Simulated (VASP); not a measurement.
Consider the following.

```xyz
6
Lattice="4.2009 0.0000 0.0000 0.0000 4.2009 0.0000 0.0000 0.0000 2.6867" Properties=species:S:1:pos:R:3 pbc="T T T"
Si     0.0000     0.0000     0.0000
Si     2.1005     2.1005     1.3434
O      1.2857     1.2857     0.0000
O      3.3862     0.8147     1.3434
O      0.8147     3.3862     1.3434
O      2.9152     2.9152     0.0000
```

These are PBE GGA with D4 dispersion, VASP's PBE PAW potentials (set 64) (plane waves; VASP) values and carry that method's errors. Run with 520 eV cut-off, Gaussian smearing of 0.050 eV, potentials Si O.

Give the energies of bands 6 to 19 at the high-symmetry points, in eV from the valence-band maximum.

```
band      Γ      X      M      Z      R       A
----  -----  -----  -----  -----  -----  ------
6     -6.33  -9.21  -7.80  -9.45  -9.31  -10.66
7     -6.33  -4.51  -5.82  -6.81  -8.01   -8.04
8     -6.10  -4.51  -5.82  -6.81  -8.01   -8.04
9     -5.35  -4.45  -4.02  -6.21  -6.44   -4.48
10    -5.02  -4.45  -4.02  -6.21  -6.44   -4.48
11    -3.10  -3.80  -3.23  -4.57  -3.91   -4.43
12    -3.10  -3.80  -3.23  -4.57  -3.91   -4.43
13    -2.51  -2.66  -2.63  -2.99  -2.24   -1.73
14    -0.87  -2.66  -2.63  -2.99  -2.24   -1.73
15    -0.87  -1.05  -2.21  -2.62  -1.71   -1.51
16     0.00  -1.05  -2.21  -2.62  -1.71   -1.51
17     5.28   7.48   7.19   8.86   8.60    6.97
18     6.60   7.48   7.19   8.86   8.60    6.97
19     8.32   8.92   9.88  12.49   9.68   10.89
```

The gap is direct, 5.28 eV, from the valence maximum at Γ to the conduction minimum at Γ.

The compound is SiO2 in the rutile structure, stishovite, a high-pressure form. It was relaxed first.
